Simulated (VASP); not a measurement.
An input for Quantum ESPRESSO's pw.x (written as the equivalent of a VASP run, and not itself run):

```
&CONTROL
  calculation = 'vc-relax'
  pseudo_dir = './pseudo'
  outdir = './out'
  tprnfor = .true.
  tstress = .true.
  nstep = 30
  forc_conv_thr = 0.00039
/
&SYSTEM
  ibrav = 0
  nat = 1
  ntyp = 1
  ecutwfc = 70
  occupations = 'smearing'
  smearing = 'methfessel-paxton'
  degauss = 0.00735
  input_dft = 'vdw-df-cx'
/
&ELECTRONS
  conv_thr = 7.3e-09
  electron_maxstep = 100
/
&IONS
/
&CELL
  cell_dofree = 'shape'
/
ATOMIC_SPECIES
  In 114.818 In.upf
CELL_PARAMETERS angstrom
    -1.5786786    1.5786786    2.4352076
     1.5786786   -1.5786786    2.4352076
     1.5786786    1.5786786   -2.4352076
ATOMIC_POSITIONS crystal
  In   0.0000000  0.0000000  0.0000000
K_POINTS automatic
  16 16 16 0 0 0
```

**Question.** Translate this input to VASP (INCAR, KPOINTS, POSCAR, choice of POTCAR).

**Answer.** This is not unique; one that fits is 
**POSCAR**
```
In
1
   -1.5786785919     1.5786785919     2.4352075648
    1.5786785919    -1.5786785919     2.4352075648
    1.5786785919     1.5786785919    -2.4352075648
In
1
Direct
  0.0000000000   0.0000000000   0.0000000000
```

**KPOINTS**
```
Automatic mesh
0
Gamma
16 16 16
0 0 0
```

**INCAR**
```
AGGAC=0.0
ALGO=Normal
EDIFF=1E-7
EDIFFG=-0.01
ENCUT=520
GGA=CX
IBRION=2
ISIF=4
ISMEAR=1
LASPH=.True.
LCHARG=.False.
LMAXMIX=4
LREAL=.False.
LUSE_VDW=.True.
LWAVE=.False.
NELM=100
NSW=30
PREC=Accurate
SIGMA=0.1
SYSTEM=In
```

POTCAR, in this order: In_d (PBE.64 set). Program: vasp_std.

What does not carry over: the potentials are each code's own (VASP's PAW set, PseudoDojo norm-conserving files in pw.x), so ENCUT and ecutwfc are chosen apart and not converted; conv_thr bounds pw.x's estimated SCF error, while EDIFF bounds the energy change between steps; forc_conv_thr acts on force components and is met together with etot_conv_thr.

The compound is In in the bct structure. This cell is one point of a volume scan, at 0.94 of the reference volume. Symmetry was kept, so distortions that lower it aren't found.
